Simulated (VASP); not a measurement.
# CaVO2 (P4/mmm) in VASP: density of states with r2SCAN

Aim: the density of states of CaVO2 with r2SCAN.

Program: VASP 6.6.1. These are calculated values, not measurements. Logs are shortened: lines on timing, memory, paths and dates and some standing lists are left out, and cuts for length are marked.

## 1. The structure

Symmetry: P4/mmm, No. 123, tetragonal system. Conventional cell: a = 3.902 Å, b = 3.902 Å, c = 3.364 Å, α = 90.00°, β = 90.00°, γ = 90.00°. Ca (site symmetry 4/mmm) has 8 O at 2.58 Å as nearest neighbours. V (site symmetry 4/mmm) is surrounded by 4 O at 1.95 Å. O (site symmetry mmm) is surrounded by 2 V at 1.95 Å.

The cell was built by a generator and needn't be a form met in nature.

## 2. Density of states, r2SCAN

INCAR

```
ALGO     = Normal         # electronic algorithm
EDIFF    = 1E-6           # SCF threshold, eV
ENCUT    = 520            # plane-wave cutoff, eV
ISIF     = 2              # what is computed and relaxed
ISMEAR   = -5             # smearing method
LASPH    = True           # aspherical terms in the spheres
LCHARG   = False          # write CHGCAR
LMAXMIX  = 4              # l up to which the mixer works
LMIXTAU  = True         
LORBIT   = 11             # projections on sites
LREAL    = False          # projectors in reciprocal space
LWAVE    = False          # write WAVECAR
METAGGA  = R2SCAN         # meta-GGA
NEDOS    = 2001           # points of the DOS
NELM     = 80             # most SCF steps
PREC     = Accurate       # precision mode
SIGMA    = 0.0606         # smearing width, eV
```

KPOINTS

```
k-points
0
Gamma
  7 7 8
```

POSCAR

```
CaVO2
1.0
    3.9017029000      0.0000000000      0.0000000000
    0.0000000000      3.9017029000      0.0000000000
    0.0000000000      0.0000000000      3.3637380500
Ca V O
1 1 2
Direct
    0.5000000000      0.5000000000      0.5000000000
    0.0000000000      0.0000000000      0.0000000000
    0.5000000000      0.0000000000      0.0000000000
    0.0000000000      0.5000000000      0.0000000000
```

Potentials or basis: VASP PAW PBE potentials, release 64 (Ca_sv, V_sv, O).

On the command line:

```console
> cat potpaw_PBE.64/Ca_sv/POTCAR potpaw_PBE.64/V_sv/POTCAR potpaw_PBE.64/O/POTCAR > POTCAR
> mpirun -np 1 vasp_std > vasp.out
```

OUTCAR:

```text
EDIFF = 1E-6
   ENCUT = 520
   ISIF = 2
   ISMEAR = -5
   LASPH = True
   LORBIT = 11
   LREAL = False
   METAGGA = R2SCAN
   NELM = 80
   PREC = Accurate

 ion  position               nearest neighbor table
   1  0.500  0.500  0.500-
   2  0.000  0.000  0.000-   3 1.95   4 1.95   4 1.95   3 1.95
   3  0.500  0.000  0.000-   2 1.95   2 1.95
   4  0.000  0.500  0.000-   2 1.95   2 1.95

  LATTYP: Found a simple tetragonal cell.
 ALAT       =     3.9017029000
 C/A-ratio  =     0.8621204987

  Lattice vectors:

 A1 = (   3.9017029000,   0.0000000000,   0.0000000000)
 A2 = (   0.0000000000,   3.9017029000,   0.0000000000)
 A3 = (   0.0000000000,   0.0000000000,   3.3637380500)

Analysis of symmetry for initial positions (statically):
=====================================================================
 Subroutine PRICEL returns:
 Original cell was already a primitive cell.

 Routine SETGRP: Setting up the symmetry group for a
 simple tetragonal supercell.

 Subroutine GETGRP returns: Found 16 space group operations
 (whereof 16 operations were pure point group operations)
 out of a pool of 16 trial point group operations.

The static configuration has the point symmetry D_4h.

Analysis of symmetry for dynamics (positions and initial velocities):
=====================================================================
 Subroutine PRICEL returns:
 Original cell was already a primitive cell.

 Routine SETGRP: Setting up the symmetry group for a
 simple tetragonal supercell.

 Subroutine GETGRP returns: Found 16 space group operations
 (whereof 16 operations were pure point group operations)
 out of a pool of 16 trial point group operations.

The dynamic configuration has the point symmetry D_4h.

 Subroutine INISYM returns: Found 16 space group operations
 (whereof 16 operations are pure point group operations),
 and found     1 'primitive' translations

----------------------------------------------------------------------------------------

                                     Primitive cell

  volume of cell :      51.2071

  direct lattice vectors                    reciprocal lattice vectors
     3.901702900  0.000000000  0.000000000     0.256298346  0.000000000  0.000000000
     0.000000000  3.901702900  0.000000000     0.000000000  0.256298346  0.000000000
     0.000000000  0.000000000  3.363738050     0.000000000  0.000000000  0.297288310

  length of vectors
     3.901702900  3.901702900  3.363738050     0.256298346  0.256298346  0.297288310

  position of ions in fractional coordinates (direct lattice)
     0.500000000  0.500000000  0.500000000
     0.000000000  0.000000000  0.000000000
     0.500000000  0.000000000  0.000000000
     0.000000000  0.500000000  0.000000000

  ion indices of the primitive-cell ions
   primitive index   ion index
                 1           1
                 2           2
                 3           3
                 4           4

----------------------------------------------------------------------------------------

 KPOINTS: k-points

Automatic generation of k-mesh.
 Grid dimensions read from file:
 generate k-points for:    7    7    8

 Generating k-lattice:

  Cartesian coordinates                     Fractional coordinates (reciprocal lattice)
     0.036614049  0.000000000  0.000000000     0.142857143  0.000000000  0.000000000
     0.000000000  0.036614049  0.000000000     0.000000000  0.142857143  0.000000000
     0.000000000  0.000000000  0.037161039     0.000000000  0.000000000  0.125000000

  Length of vectors
     0.036614049  0.036614049  0.037161039

  Shift w.r.t. Gamma in fractional coordinates (k-lattice)
     0.000000000  0.000000000  0.000000000

 TETIRR: Found    580 inequivalent tetrahedra from     2352

 Subroutine IBZKPT returns following result:
 ===========================================

 Found     50 irreducible k-points:

 Following reciprocal coordinates:
            Coordinates               Weight
  0.000000  0.000000  0.000000      1.000000
  0.142857  0.000000  0.000000      4.000000
  0.285714  0.000000  0.000000      4.000000
  0.428571  0.000000  0.000000      4.000000
  0.142857  0.142857  0.000000      4.000000
  0.285714  0.142857  0.000000      8.000000
[... 16 lines left out ...]
  0.285714  0.000000  0.250000      8.000000
  0.428571  0.000000  0.250000      8.000000
 [... further k-points ...]
   k-points           NKPTS =     50   k-points in BZ     NKDIM =     50   number of bands    NBANDS=     21
   number of dos      NEDOS =   2001   number of ions     NIONS =      4
   total plane-waves  NPLWV =  25200
   dimension x,y,z NGX =    30 NGY =   30 NGZ =   28
   dimension x,y,z NGXF=    60 NGYF=   60 NGZF=   56
   ions per type =               1   1   2
   NGX,Y,Z   is equivalent  to a cutoff of  12.78, 12.78, 13.84 a.u.
   NGXF,Y,Z  is equivalent  to a cutoff of  25.57, 25.57, 27.68 a.u.
 SYSTEM =  unknown system
   PREC   = accura    normal or accurate (medium, high low for compatibility)
   ISTART =      0    job   : 0-new  1-cont  2-samecut
   ICHARG =      2    charge: 1-file 2-atom 10-const
   ISPIN  =      1    spin polarized calculation?
   LNONCOLLINEAR =      F non collinear calculations
   LSORBIT =      F    spin-orbit coupling
   LASPH  =      T    aspherical Exc in radial PAW
   ENCUT  =  520.0 eV  38.22 Ry    6.18 a.u.   7.25  7.25  6.25*2*pi/ulx,y,z
   NELM   =     80;   NELMIN=  2; NELMDL= -5     # of ELM steps
   EDIFF  = 0.1E-05   stopping-criterion for ELM
   LREAL  =      F    real-space projection
[... 7 lines left out ...]
   TEBEG  =    0.0;   TEEND  =   0.0 temperature during run
   PSTRESS=    0.0 pullay stress
   NELECT =      35.0000    total number of electrons
   NUPDOWN=      -1.0000    fix difference up-down
   EMIN   =  10.00;   EMAX   =-10.00  energy-range for DOS
   EFERMI =   0.00;   METHOD = LEGACY
   ISMEAR =    -5;   SIGMA  =   0.06  broadening in eV -4-tet -1-fermi 0-gaus
   EFERMI_NEDOS =   21; number of points for ismear=-14 and -15
   IALGO  =     38    algorithm
   IMIX   =      4    mixing-type and parameters
     AMIX     =   0.40;   BMIX     =  1.00
     AMIX_MAG =   1.60;   BMIX_MAG =  1.00
  volume/ion in A,a.u.               =      12.80        86.39
  Fermi-wavevector in a.u.,A,eV,Ry     =   1.442073  2.725123 28.294340  2.079575
  Thomas-Fermi vector in A             =   2.560634
   LORBIT       =     11    0 simple, 1 ext, 2 COOP (PROOUT), +10 PAW based schemes
   METAGGA = R2SCAN    functional components
   LHFCALC =     F    Hartree Fock is set to
   AEXX    =    0.0000 exact exchange contribution
   IVDW    =     0    specifies the selected vdW correction
   LEPSILON=     F    determine dielectric tensor
   LRPA    =     F    only Hartree local field effects (RPA)
 non-spin polarized calculation
 Fermi weights with tetrahedron method with Bloechl corrections
  energy-cutoff  :      520.00
  volume of cell :       51.21
 maximum number of plane-waves:      1400
 NGX is ok and might be reduce to    30
   NGX = 15   NGY = 15   NGZ = 13

 number of electron      35.0000015 magnetization

 Free energy of the ion-electron system (eV)
  ---------------------------------------------------
  ext. energy  EPLUGINS =         0.00000000
  ---------------------------------------------------
  free energy    TOTEN  =       -43.38480910 eV

  energy without entropy =      -43.38480910  energy(sigma->0) =      -43.38480910

 E-fermi :   6.6592     XC(G=0): -11.7755

 val. band max:        6.6559599059   @ k =   0.2857   0.0000   0.0000
 cond. band min:       6.5606955671   @ k =   0.1429   0.0000   0.2500
 fundamental gap:     -0.0952643388
 Fermi energy:         6.6592133254

 k-point     1 :       0.0000    0.0000    0.0000
  band No.  band energies     occupation
      1     -61.2273      2.00000
      2     -36.2410      2.00000
      3     -34.1434      2.00000
      4     -34.1434      2.00000
      5     -33.5708      2.00000
      6     -16.3663      2.00000
[... 13 lines left out ...]
     20       6.5821      0.85455
     21       8.0796      0.00000

 k-point     2 :       0.1429    0.0000    0.0000
  band No.  band energies     occupation
      1     -61.2272      2.00000
      2     -36.2403      2.00000
      3     -34.1499      2.00000
      4     -34.1431      2.00000
      5     -33.5705      2.00000
      6     -16.4714      2.00000
[... 13 lines left out ...]
     20       6.8684     -0.04379
     21       8.4251      0.00000

 k-point     3 :       0.2857    0.0000    0.0000
  band No.  band energies     occupation
      1     -61.2269      2.00000
      2     -36.2386      2.00000
      3     -34.1643      2.00000
      4     -34.1424      2.00000
      5     -33.5699      2.00000
      6     -16.6669      2.00000
[... 13 lines left out ...]
     20       7.4777      0.00000
     21       8.8423      0.00000

 k-point     4 :       0.4286    0.0000    0.0000
  band No.  band energies     occupation
      1     -61.2266      2.00000
      2     -36.2373      2.00000
      3     -34.1759      2.00000
      4     -34.1418      2.00000
      5     -33.5693      2.00000
      6     -16.7990      2.00000
[... 13 lines left out ...]
     20       7.9523      0.00000
     21       9.0329      0.00000

 k-point     5 :       0.1429    0.1429    0.0000
  band No.  band energies     occupation
      1     -61.2270      2.00000
      2     -36.2394      2.00000
      3     -34.1504      2.00000
      4     -34.1490      2.00000
      5     -33.5702      2.00000
      6     -16.4810      2.00000
[... 13 lines left out ...]
     20       6.9370     -0.03526
     21       8.8620      0.00000

 k-point     6 :       0.2857    0.1429    0.0000
  band No.  band energies     occupation
      1     -61.2267      2.00000
      2     -36.2372      2.00000
      3     -34.1646      2.00000
      4     -34.1493      2.00000
      5     -33.5696      2.00000
      6     -16.6531      2.00000
[... 13 lines left out ...]
     20       7.4892      0.00000
     21       9.2794      0.00000

 k-point     7 :       0.4286    0.1429    0.0000
  band No.  band energies     occupation
      1     -61.2265      2.00000
      2     -36.2355      2.00000
      3     -34.1764      2.00000
      4     -34.1491      2.00000
      5     -33.5691      2.00000
      6     -16.7801      2.00000
[... 13 lines left out ...]
     20       7.9530      0.00000
     21       9.3461      0.00000
[... 291 lines left out ...]
      1     -61.2254      2.00000
      2     -36.2233      2.00000
      3     -34.1779      2.00000
      4     -34.1775      2.00000
      5     -33.5750      2.00000
      6     -16.6729      2.00000
[... 13 lines left out ...]
     20       7.9173      0.00000
     21      10.8497      0.00000

 k-point    21 :       0.0000    0.0000    0.2500
  band No.  band energies     occupation
      1     -61.2257      2.00000
      2     -36.2239      2.00000
      3     -34.1413      2.00000
      4     -34.1413      2.00000
      5     -33.5942      2.00000
      6     -16.8050      2.00000
[... 13 lines left out ...]
     20       6.2361      2.27853
     21       8.0999      0.00000

 k-point    22 :       0.1429    0.0000    0.2500
  band No.  band energies     occupation
      1     -61.2255      2.00000
      2     -36.2229      2.00000
      3     -34.1481      2.00000
      4     -34.1410      2.00000
      5     -33.5941      2.00000
      6     -16.7794      2.00000
[... 13 lines left out ...]
     20       6.5607      0.91588
     21       8.4546      0.00000

 k-point    23 :       0.2857    0.0000    0.2500
  band No.  band energies     occupation
      1     -61.2252      2.00000
      2     -36.2207      2.00000
      3     -34.1634      2.00000
      4     -34.1403      2.00000
      5     -33.5938      2.00000
      6     -16.7189      2.00000
[... 13 lines left out ...]
     20       7.2135     -0.03951
     21       8.9106      0.00000

 k-point    24 :       0.4286    0.0000    0.2500
  band No.  band energies     occupation
      1     -61.2250      2.00000
      2     -36.2188      2.00000
      3     -34.1756      2.00000
      4     -34.1398      2.00000
      5     -33.5936      2.00000
      6     -16.6543      2.00000
[... 13 lines left out ...]
     20       7.7397      0.00000
     21       9.1210      0.00000

 [... further k-points ...]
[... 5 lines left out ...]
  --------------------------------------------------------------------------------------
  -------------------------------------------------------------------------------------
  Total       -3.7807665     -3.7807665     -2.4490223      0.0000000      0.0000000      0.0000000
  in kB     -118.2932263   -118.2932263    -76.6254020      0.0000000      0.0000000      0.0000000
  external PRESSURE =    -104.4039516 kB  Pullay stress =       0.0000000 kB

 VOLUME and BASIS-vectors are now :
 -----------------------------------------------------------------------------
  energy-cutoff  :      520.00
  volume of cell :       51.21
      direct lattice vectors                 reciprocal lattice vectors
     3.901702900  0.000000000  0.000000000     0.256298346  0.000000000  0.000000000
     0.000000000  3.901702900  0.000000000     0.000000000  0.256298346  0.000000000
     0.000000000  0.000000000  3.363738050     0.000000000  0.000000000  0.297288310

 POSITION                                       TOTAL-FORCE (eV/Angst)
 -----------------------------------------------------------------------------------
      1.95085      1.95085      1.68187         0.000000      0.000000      0.000000
      0.00000      0.00000      0.00000         0.000000      0.000000      0.000000
      1.95085      0.00000      0.00000         0.000000      0.000000      0.000000
      0.00000      1.95085      0.00000         0.000000      0.000000      0.000000
 -----------------------------------------------------------------------------------
    total drift:                                0.000000     -0.000000      0.000000

  FREE ENERGIE OF THE ION-ELECTRON SYSTEM (eV)
  ---------------------------------------------------
  free  energy   TOTEN  =       -43.3848090955 eV

  energy  without entropy=      -43.3848090955  energy(sigma->0) =      -43.38480910

 total charge

# of ion       s       p       d       tot
------------------------------------------
    1        2.019   5.857   0.260   8.137
    2        2.253   6.229   2.976  11.457
    3        1.564   3.485   0.000   5.049
    4        1.564   3.485   0.000   5.049
--------------------------------------------------
tot          7.400  19.056   3.236  29.692
```

Wall time 4.5 min (1 thread of Intel Xeon Platinum 8259CL at 2.50GHz (Skylake/Cascade Lake), shared host); peak memory 0.21 GiB.

Results:

```
Free energy                                           : -43.3848 eV
Pressure                                              : -10.4 GPa
Band gap on the k mesh                                : none (metal or under the smearing width)
Valence electrons inside the program's atomic spheres : Ca 8.14; V 11.46; O 5.05
```

States per cell in windows of 1 eV (zero at the Fermi level; states under -8 eV left out):
```
from (eV)  total  V2_d  O3_p  O4_p  Ca1_d  V2_p  V2_s
     -8.0   1.94  0.30  0.51  0.51   0.01  0.02  0.11
     -7.0   3.94  0.41  1.05  1.05   0.05  0.11  0.03
     -6.0   3.67  0.23  1.06  1.06   0.06  0.06  0.01
     -5.0   2.20  0.06  0.74  0.74   0.03  0.03  0.00
     -4.0   0.26  0.00  0.09  0.09   0.00  0.00  0.00
     -3.0   0.36  0.18  0.00  0.00   0.01  0.00  0.02
     -2.0   0.80  0.41  0.01  0.01   0.02  0.01  0.04
     -1.0   1.85  1.31  0.02  0.02   0.06  0.02  0.01
      0.0   3.57  2.81  0.15  0.15   0.04  0.01  0.02
      1.0   1.64  1.32  0.08  0.08   0.02  0.00  0.01
      2.0   1.29  0.74  0.05  0.05   0.11  0.03  0.02
      3.0   0.49  0.15  0.02  0.02   0.16  0.01  0.00
      4.0   0.02  0.00  0.00  0.00   0.01  0.00  0.00
      5.0   0.00  0.00  0.00  0.00   0.00  0.00  0.00
      6.0   0.00  0.00  0.00  0.00   0.00  0.00  0.00
```

Caveat: the PAW data sets were made with another functional, which shifts forces and pressure a little; an odd number of electrons without spin polarisation forces a metal; a magnetic or distorted state may lie lower; the run has no spin polarisation, though such a crystal can be magnetic; semilocal functionals often make such compounds metallic where correlation or magnetic order opens a gap, which also shifts bond lengths; tetrahedron occupations give inexact forces and stress in metals. With open d or f shells a metallic result of r2SCAN can be an artefact of self-interaction; +U or a hybrid may open a gap.
